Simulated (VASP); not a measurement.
Here is the system:

```yaml
crystal:
  lattice:
    - [1.59215, 0.91923, 6.48210]
    - [-1.59215, 0.91923, 6.48210]
    - [0.00000, -1.83846, 6.48210]
  atoms:
    - { symbol: Mo, position: [0.99978, 0.99978, 0.99978] }
    - { symbol: S, position: [0.41294, 0.41294, 0.41294] }
    - { symbol: S, position: [0.25330, 0.25330, 0.25330] }
```

The numbers are results of PBE GGA, VASP's PBE PAW potentials (set 64) (plane waves; VASP 6.6.1), not measurements. Numerical set-up: 300 eV cut-off, 10×10×10 Γ-centred mesh, Gaussian smearing of 0.010 eV, potentials Mo_sv S.

At this cut-off the stress carries a Pulay error, which pulls relaxed volumes low.

### Question
Which forces act on the atoms, in eV/Å?

### Answer

```tsv
atom	Fx	Fy	Fz
Mo1	0.000	0.000	0.000
S2	0.000	0.000	0.157
S3	0.000	0.000	-0.156
```

### Question
Give the stress tensor in GPa (positive for a compressed cell).

### Answer

```
0.42  0.00  0.00
0.00  0.42  0.00
0.00  0.00  1.85
```
The pressure is its mean diagonal, 0.90 GPa.

The structure comes from a computed database's MoS2 entry; how it stands against other phases isn't given here. The cell was not relaxed at this level.
